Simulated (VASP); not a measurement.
Given:

```xyz
8
Lattice="-0.0046 5.9494 5.9472 5.9494 -0.0046 5.9472 2.9724 2.9724 0.0000" Properties=species:S:1:pos:R:3 pbc="T T T"
Hg     5.9448     5.9448    11.8129
Hg     5.9842     8.8778     8.9575
Hg     8.8778     5.9842     8.9575
Hg     5.9448     5.9448     5.9518
Se     1.4862     1.4862     1.4984
S      4.4515     1.4932     4.4604
S      1.4932     4.4515     4.4604
S      4.4586     4.4586     7.4260
```

Computed with PBEsol GGA, VASP's PBE PAW potentials (set 64) (plane waves; VASP 6.6.1). Run with 400 eV cut-off, 5×5×10 Γ-centred mesh, tetrahedra with Blöchl corrections, potentials Hg Se S.

The cores are frozen, which limits the accuracy of field gradients.

Task: Give the principal components of the electric field gradient (V/Å²) and the asymmetry η at each nucleus.

Result: 
| atom | Vxx | Vyy | Vzz | η |
|---|---|---|---|---|
| Hg1 | 22.9 | 1.1 | -24.0 | 0.91 |
| Hg2 | -11.1 | -9.5 | 20.6 | 0.07 |
| Hg3 | -11.1 | -9.5 | 20.6 | 0.07 |
| Hg4 | 2.8 | 0.3 | -3.0 | 0.81 |
| Se5 | 13.8 | 5.4 | -19.2 | 0.43 |
| S6 | 8.3 | 4.0 | -12.3 | 0.35 |
| S7 | 8.3 | 4.0 | -12.3 | 0.35 |
| S8 | 7.5 | 2.5 | -9.9 | 0.50 |

The structure was generated: Hg4S3Se was put into an ordered model structure (Amm2), which need not be its known phase. It was relaxed first.
